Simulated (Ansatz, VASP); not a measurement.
# Cross-check of Na8Si3B2O13 (borosilicate glass) between VASP and Ansatz, part 2 of 3

Aim: how closely do two programs agree when they are given the same cell, functional and k mesh? Of the first pair: The structure shown is the start of the Ansatz relaxation below; VASP solves that cell, so the two are compared at the walk's first step.

VASP 6.6.1 and Ansatz 0.2.0.

So far: The structure; Ansatz: relaxation, PBE.

### Step 3. VASP: single point, PBE, start cell, pair 1

Level of this step: PBE; plane waves and PAW (Si, B, Na_pv, O) (VASP).

The same cell, functional, mesh and smearing now go to VASP, with its own data sets.

Lines of VASP's logs that name or quote its potential files are left out, and so is its time.

Contents of INCAR:

```
SYSTEM = Na8Si3B2O13
PREC = Accurate
ENCUT = 520
EDIFF = 1E-06
NELM = 120
ISMEAR = -1
SIGMA = 0.05
LREAL = .FALSE.
ALGO = Normal
GGA = PE
NBANDS = 96
LORBIT = 11
LWAVE = .FALSE.
LCHARG = .FALSE.
ISIF = 2
LASPH = .TRUE.
GGA_COMPAT = .FALSE.
EFERMI = MIDGAP
```

Contents of POSCAR:

```
Na8Si3B2O13
1.0
    6.8964000000      0.0000000000      0.0000000000
    0.0000000000      6.8964000000      0.0000000000
    0.0000000000      0.0000000000      6.8964000000
Si B Na O
3 2 8 13
Direct
    0.4071679427      0.3979550200      0.5248300563
    0.8015100632      0.8072549446      0.6152920364
    0.4089990430      0.7155969781      0.2064949829
    0.6342179978      0.5393029697      0.8799599791
    0.6341599965      0.0721550374      0.3491030103
    0.8521009512      0.7722510295      0.1202399803
    0.9718460356      0.4288450496      0.2348799374
    0.5577450554      0.1980220115      0.0074599791
    0.9980869729      0.1205820428      0.9308379734
    0.8507380662      0.3136379850      0.5769320225
    0.3625910620      0.9000949771      0.7069089670
    0.1333859695      0.0165390639      0.3698889276
    0.1333949597      0.5616369410      0.8263779653
    0.8044910388      0.6427969665      0.4494099820
    0.8132550316      0.1095169944      0.2455749376
    0.3748439766      0.6058210081      0.4144199872
    0.5182560466      0.4346799780      0.7317600487
    0.0190029581      0.8682799722      0.6767549736
    0.5200710516      0.5676000522      0.0581549794
    0.1978400325      0.3035609883      0.5753659881
    0.6797959805      0.9971150165      0.5432709820
    0.5199189432      0.9227119947      0.2443399455
    0.5181519343      0.2490200684      0.3770510701
    0.8133600139      0.4354129691      0.9158559538
    0.6799109680      0.7334039499      0.8042449684
    0.2000459660      0.7667259730      0.1110119773
```

Contents of KPOINTS:

```
Automatic mesh
0
Gamma
1 1 1
0 0 0
```

The projector-augmented-wave data sets are Si, B, Na_pv and O (PBE family, release 64).

On the command line:

```sh
$ mpirun -np 4 vasp_gam
```

Numbers of over 12 decimals in the logs are rounded to 6 here.

The program printed:

```text
[banner, memory and clock lines left out]
running    4 mpi-ranks, on    1 nodes
 distrk:  each k-point on    4 cores,    1 groups
 distr:  one band on    1 cores,    4 groups

 POSCAR found type information on POSCAR SiB NaO
 POSCAR found :  4 types and      26 ions
|                                                                             |
|               ----> ADVICE to this user running VASP <----                  |
|                                                                             |
|     You have a (more or less) 'large supercell' and for larger cells it     |
|     might be more efficient to use real-space projection operators.         |
|     Therefore, try LREAL= Auto in the INCAR file.                           |
|     Mind: For very accurate calculation, you might also keep the            |
|     reciprocal projection scheme (i.e. LREAL=.FALSE.).                      |
|                                                                             |

 LDA part: xc-table for (Slater+PW92), standard interpolation
 POSCAR, INCAR and KPOINTS ok, starting setup
 FFT: planning ... GRIDC
 FFT: planning ... GRID_SOFT
 FFT: planning ... GRID
 WAVECAR not read
 entering main loop
       N       E                     dE             d eps       ncg     rms          rms(c)
DAV:   1     0.261664200645E+04    0.26166E+04   -0.80339E+04   192   0.198E+03
DAV:   2     0.342518948032E+03   -0.22741E+04   -0.21644E+04   208   0.607E+02
DAV:   3    -0.141688512455E+03   -0.48421E+03   -0.46384E+03   200   0.259E+02
DAV:   4    -0.183286919135E+03   -0.41598E+02   -0.41122E+02   232   0.789E+01
DAV:   5    -0.184718138802E+03   -0.14312E+01   -0.14237E+01   248   0.156E+01    0.318E+01
DAV:   6    -0.160416426281E+03    0.24302E+02   -0.81679E+01   272   0.479E+01    0.133E+01
DAV:   7    -0.160171620901E+03    0.24481E+00   -0.87107E+00   256   0.113E+01    0.678E+00
DAV:   8    -0.159774781782E+03    0.39684E+00   -0.18003E+00   232   0.574E+00    0.205E+00
DAV:   9    -0.159677148073E+03    0.97634E-01   -0.32349E-01   264   0.261E+00    0.777E-01
DAV:  10    -0.159685434892E+03   -0.82868E-02   -0.96785E-02   224   0.123E+00    0.464E-01
DAV:  11    -0.159688150394E+03   -0.27155E-02   -0.14675E-02   232   0.608E-01    0.177E-01
DAV:  12    -0.159690626753E+03   -0.24764E-02   -0.55451E-03   224   0.298E-01    0.107E-01
DAV:  13    -0.159690838027E+03   -0.21127E-03   -0.13892E-03   216   0.178E-01    0.398E-02
DAV:  14    -0.159691032164E+03   -0.19414E-03   -0.37801E-04   224   0.731E-02    0.347E-02
DAV:  15    -0.159691048873E+03   -0.16709E-04   -0.85322E-05   240   0.418E-02    0.136E-02
DAV:  16    -0.159691054066E+03   -0.51937E-05   -0.39782E-05   192   0.224E-02    0.961E-03
DAV:  17    -0.159691055452E+03   -0.13855E-05   -0.80639E-06   208   0.131E-02    0.469E-03
DAV:  18    -0.159691055489E+03   -0.37069E-07   -0.26966E-06   184   0.643E-03
   1 F= -.15969106E+03 E0= -.15969106E+03  d E =-.112761E-07
```

Parts of OUTCAR (step 3):

```text
ion  position               nearest neighbor table
   1  0.407  0.398  0.525-  20 1.62  23 1.64  16 1.64  17 1.64   3 3.10
   2  0.802  0.807  0.615-  14 1.61  18 1.61  25 1.63  21 1.63
   3  0.409  0.716  0.206-  26 1.62  19 1.64  16 1.64  22 1.64   1 3.10
   4  0.634  0.539  0.880-  24 1.45  25 1.47  19 1.47  17 1.48
   5  0.634  0.072  0.349-  15 1.45  21 1.47  23 1.47  22 1.48
   6  0.852  0.772  0.120-   7 2.63
   7  0.972  0.429  0.235-  10 2.63   6 2.63
   8  0.558  0.198  0.007-
   9  0.998  0.121  0.931-
  10  0.851  0.314  0.577-   7 2.63
  11  0.363  0.900  0.707-
  12  0.133  0.017  0.370-
  13  0.133  0.562  0.826-
  14  0.804  0.643  0.449-   2 1.61
  15  0.813  0.110  0.246-   5 1.45
  16  0.375  0.606  0.414-   1 1.64   3 1.64
  17  0.518  0.435  0.732-   4 1.48   1 1.64
  18  0.019  0.868  0.677-   2 1.61
  19  0.520  0.568  0.058-   4 1.47   3 1.64
  20  0.198  0.304  0.575-   1 1.62
  21  0.680  0.997  0.543-   5 1.47   2 1.63
  22  0.520  0.923  0.244-   5 1.48   3 1.64
  23  0.518  0.249  0.377-   5 1.47   1 1.64
  24  0.813  0.435  0.916-   4 1.45
  25  0.680  0.733  0.804-   4 1.47   2 1.63
  26  0.200  0.767  0.111-   3 1.62

  LATTYP: Found a simple cubic cell.
 ALAT       =     6.8964000000

 Subroutine GETGRP returns: Found  1 space group operations
 (whereof  1 operations were pure point group operations)

The static configuration has the point symmetry C_1 .

 Found      1 irreducible k-points:

   k-points           NKPTS =      1   k-points in BZ     NKDIM =      1   number of bands    NBANDS=     96

   dimension x,y,z NGX =    54 NGY =   54 NGZ =   54
   dimension x,y,z NGXF=   108 NGYF=  108 NGZF=  108

   ENCUT  =  520.0 eV  38.22 Ry    6.18 a.u.  12.82 12.82 12.82*2*pi/ulx,y,z

   NELECT =     152.0000    total number of electrons

 k-points in reciprocal lattice and weights: Automatic mesh
   0.00000000  0.00000000  0.00000000       1.000

 average (electrostatic) potential at core
       1 -86.7444       2 -85.4453       3 -86.7577       4 -30.3268       5 -30.3282
       6 -46.0189       7 -46.8489       8 -46.9374       9 -47.6057      10 -45.9424
      11 -47.3737      12 -46.5370      13 -46.5168      14 -70.3524      15 -70.9183
      16 -73.2101      17 -72.8092      18 -71.3145      19 -72.6038      20 -71.6835
      21 -72.3038      22 -72.8024      23 -72.6018      24 -70.8995      25 -72.3056
      26 -71.7065

 E-fermi :   2.9757

 k-point     1 :       0.0000    0.0000    0.0000
  band No.  band energies     occupation
    ...
     72       1.3327      2.00000
     73       1.5458      2.00000
     74       1.5492      2.00000
     75       1.9109      2.00000
     76       1.9765      2.00000
     77       3.9620      0.00000
     78       6.4008      0.00000
     79       7.1685      0.00000
     80       7.7715      0.00000
     81       8.2633      0.00000
    ...

  Total        0.5884360      1.9242976      1.9848439      0.7290101     -6.8485255      0.7413633
  in kB        2.8743690      9.3997325      9.6954866      3.5610393    -33.4534049      3.6213818
  external PRESSURE =       7.3231960 kB  Pullay stress =       0.0000000 kB

  energy-cutoff  :      520.00
  volume of cell :      328.00
      direct lattice vectors                 reciprocal lattice vectors
     6.896400000  0.000000000  0.000000000     0.145003190  0.000000000  0.000000000
     0.000000000  6.896400000  0.000000000     0.000000000  0.145003190  0.000000000
     0.000000000  0.000000000  6.896400000     0.000000000  0.000000000  0.145003190

 POSITION                                       TOTAL-FORCE (eV/Angst)
 -----------------------------------------------------------------------------------
      2.80799      2.74446      3.61944         0.002184     -0.761953      0.062184
      5.52753      5.56715      4.24330         0.785015     -1.539865     -1.569691
      2.82062      4.93504      1.42407         0.001849      0.130859     -0.721568
      4.37382      3.71925      6.06856         1.669254      0.487700     -0.523692
      4.37342      0.49761      2.40755         1.632582     -0.532030      0.481247
      5.87643      5.32575      0.82922        -0.398893      0.142672      0.291327
      6.70224      2.95749      1.61983        -0.519620      0.295430      0.313899
      3.84643      1.36564      0.05145         0.489223      0.418994      0.405284
      6.88321      0.83158      6.41943        -0.432854     -0.226304     -0.295984
      5.86703      2.16297      3.97875        -0.361897      0.273056      0.207904
      2.50057      6.20742      4.87513         0.206561     -0.286935     -0.275566
      0.91988      0.11406      2.55090        -0.284169     -0.188554      0.313786
      0.91995      3.87327      5.69903        -0.283580      0.295782     -0.226910
      5.54809      4.43298      3.09931         0.588256     -0.587206     -0.604511
      5.60853      0.75527      1.69358         0.834583      0.337431     -0.866524
      2.58507      4.17798      2.85801        -0.240107      0.292479      0.287907
      3.57410      2.99773      5.04651        -0.823538     -0.810057     -0.023580
      0.13105      5.98801      4.66717         1.216777      0.889715      0.910469
      3.58662      3.91440      0.40106        -0.321188     -0.401776      0.439745
      1.36438      2.09348      3.96795        -0.708450     -0.218392      0.256344
      4.68814      6.87650      3.74661        -0.953264      0.910069      1.297304
      3.58557      6.36339      1.68507        -0.853206     -0.077081     -0.866486
      3.57338      1.71734      2.60029        -0.340824      0.452851     -0.409696
      5.60926      3.00278      6.31611         0.819260     -0.841815      0.355183
      4.68894      5.05785      5.54640        -0.989719      1.272895      0.972393
      1.37960      5.28765      0.76558        -0.734234      0.272035     -0.210767
 -----------------------------------------------------------------------------------
    total drift:                               -0.000525      0.000433      0.000075

  FREE ENERGIE OF THE ION-ELECTRON SYSTEM (eV)
  ---------------------------------------------------
  free  energy   TOTEN  =      -159.6910554890 eV

  energy  without entropy=     -159.6910554777  energy(sigma->0) =     -159.69105548

 total charge
# of ion       s       p       d       tot
------------------------------------------
    1        0.647   0.990   0.000   1.636
    2        0.671   1.041   0.000   1.712
    3        0.646   0.988   0.000   1.634
    4        0.653   1.330   0.000   1.983
    5        0.653   1.332   0.000   1.985
    6        0.048   5.990   0.000   6.038
    7        0.051   5.982   0.000   6.033
    8        0.043   5.980   0.000   6.024
    9        0.046   5.975   0.000   6.021
   10        0.048   5.991   0.000   6.039
   11        0.034   5.975   0.000   6.010
   12        0.048   5.984   0.000   6.032
   13        0.049   5.984   0.000   6.033
   14        1.548   3.551   0.000   5.100
   15        1.539   3.550   0.000   5.090
   16        1.547   3.682   0.000   5.229
   17        1.543   3.666   0.000   5.209
   18        1.549   3.552   0.000   5.100
   19        1.543   3.672   0.000   5.215
   20        1.551   3.532   0.000   5.083
   21        1.548   3.684   0.000   5.232
   22        1.542   3.666   0.000   5.208
   23        1.543   3.672   0.000   5.215
   24        1.539   3.550   0.000   5.089
   25        1.548   3.684   0.000   5.232
   26        1.551   3.531   0.000   5.082
--------------------------------------------------
tot         23.731 100.534   0.000 124.265
```

The run ends at a pressure of 0.73 GPa, with forces up to 2.3 eV/Å.

### Step 4. Side by side

Known differences besides the potentials themselves: the data sets hold 168 valence electrons in Ansatz (on its default PAW (the set named soft_2) files) and 152 in VASP; the cutoff is 420 eV in Ansatz and 520 eV in VASP. Total energies have different zeros and are not compared.

Forces on 10 of the 26 atoms, those with the largest forces and the largest differences (eV/Å; atoms numbered as in POSCAR):

| atom | Ansatz x, y, z | VASP x, y, z |
| --- | --- | --- |
| Si2 | 0.810, -1.578, -1.608 | 0.785, -1.540, -1.570 |
| B4 | 1.710, 0.498, -0.534 | 1.669, 0.488, -0.524 |
| B5 | 1.673, -0.542, 0.493 | 1.633, -0.532, 0.481 |
| O14 | 0.592, -0.529, -0.546 | 0.588, -0.587, -0.605 |
| O15 | 0.771, 0.328, -0.836 | 0.835, 0.337, -0.867 |
| O18 | 1.161, 0.874, 0.895 | 1.217, 0.890, 0.910 |
| O20 | -0.636, -0.186, 0.240 | -0.708, -0.218, 0.256 |
| O21 | -0.950, 0.908, 1.279 | -0.953, 0.910, 1.297 |
| O25 | -0.986, 1.256, 0.970 | -0.990, 1.273, 0.972 |
| O26 | -0.663, 0.255, -0.178 | -0.734, 0.272, -0.211 |

The forces differ by 24 meV/Å r.m.s., which is 3.7 % of the r.m.s. force of 0.670 eV/Å (both taken over all components).

### Step 5. Ansatz: relaxation, PBE

This run makes the geometry at which the two programs are then compared. The cell compared in this pair holds 323.60 Å³, against 328.00 Å³ for the pair before.

The structure compared here is the end of the Ansatz relaxation.

Contents of input.yaml:

```yaml
crystal:
  lattice:
    - [6.8964, 0.0, 0.0]
    - [0.0, 6.8964, 0.0]
    - [0.0, 0.0, 6.8964]
  atoms:
    - { symbol: Si, position: [0.407168, 0.397955, 0.52483] }
    - { symbol: Si, position: [0.80151, 0.807255, 0.615292] }
    - { symbol: Si, position: [0.408999, 0.715597, 0.206495] }
    - { symbol: B, position: [0.634218, 0.539303, 0.87996] }
    - { symbol: B, position: [0.63416, 0.072155, 0.349103] }
    - { symbol: Na, position: [0.852101, 0.772251, 0.12024] }
    - { symbol: Na, position: [0.971846, 0.428845, 0.23488] }
    - { symbol: Na, position: [0.557745, 0.198022, 0.00746] }
    - { symbol: Na, position: [0.998087, 0.120582, 0.930838] }
    - { symbol: Na, position: [0.850738, 0.313638, 0.576932] }
    - { symbol: Na, position: [0.362591, 0.900095, 0.706909] }
    - { symbol: Na, position: [0.133386, 0.016539, 0.369889] }
    - { symbol: Na, position: [0.133395, 0.561637, 0.826378] }
    - { symbol: O, position: [0.804491, 0.642797, 0.44941] }
    - { symbol: O, position: [0.813255, 0.109517, 0.245575] }
    - { symbol: O, position: [0.374844, 0.605821, 0.41442] }
    - { symbol: O, position: [0.518256, 0.43468, 0.73176] }
    - { symbol: O, position: [0.019003, 0.86828, 0.676755] }
    - { symbol: O, position: [0.520071, 0.5676, 0.058155] }
    - { symbol: O, position: [0.19784, 0.303561, 0.575366] }
    - { symbol: O, position: [0.679796, 0.997115, 0.543271] }
    - { symbol: O, position: [0.519919, 0.922712, 0.24434] }
    - { symbol: O, position: [0.518152, 0.24902, 0.377051] }
    - { symbol: O, position: [0.81336, 0.435413, 0.915856] }
    - { symbol: O, position: [0.679911, 0.733404, 0.804245] }
    - { symbol: O, position: [0.200046, 0.766726, 0.111012] }
  symmetry: { detect: false }
kpoints:
  mp_grid: { grid: [1, 1, 1] }
scf:
  occupations: { method: fermi_dirac, width: 0.05 }
hamiltonian:
  xc: pbe
output:
  forces: true
  stress: true
relax:
  f_tol: 0.04
  max_steps: 100
  escape_saddle: false
  cell: { stress_tol: 0.6, fix: [shape] }
```

On the command line:

```sh
$ ansatz run input.yaml --threads 4 --pin off --max-ram 8192MiB --backend cpu --events-out ev --progress --plain --runs-dir out
```

The program printed:

```text
[...]
Crystal: 26 atoms, lattice volume = 327.995 Å³
Basis set: ecut = 420 eV, 6403 PW (Γ), exchange–correlation on 96×96×96 points (8 copies of the dense FFT grid, shifted against one another)
Bands: 110, of which v1, the nominal top of the filled ones, is band 84 counted from 1 (83 counted from 0)
Symmetry: 1 space group operations
k-points: 1
[...]
- { symbol: O, position: [0.537954, 0.573882, 0.067358] }
    - { symbol: O, position: [0.180033, 0.304624, 0.542308] }
    - { symbol: O, position: [0.684943, 0.993379, 0.546468] }
    - { symbol: O, position: [0.491179, 0.935642, 0.238941] }
    - { symbol: O, position: [0.537965, 0.259052, 0.382189] }
    - { symbol: O, position: [0.816337, 0.423980, 0.904066] }
    - { symbol: O, position: [0.684883, 0.738164, 0.801651] }
    - { symbol: O, position: [0.180037, 0.733993, 0.112966] }
[key lines of the parts left out:]
SCF converged after 4 iterations
Free energy (F): -21511.154410 eV
Fermi energy:    5.455840 eV
P = ⅓ Tr σ = -0.0986 GPa (-0.986 kbar)
```

(Continued in part 3 of 3.)

[Lines on the potential files, build, host, timing and source positions are cut from VASP's logs without a mark.]

[Logs are printed without paths, hosts, clocks, repeated set-up lines and the standing remarks that a program may print on its own settings, such as how far it seeks lower states.]

[Hosts, paths, dates, database ids (printed as entryN), source tags and the programs' standing remarks are cut or masked in the printed files.]
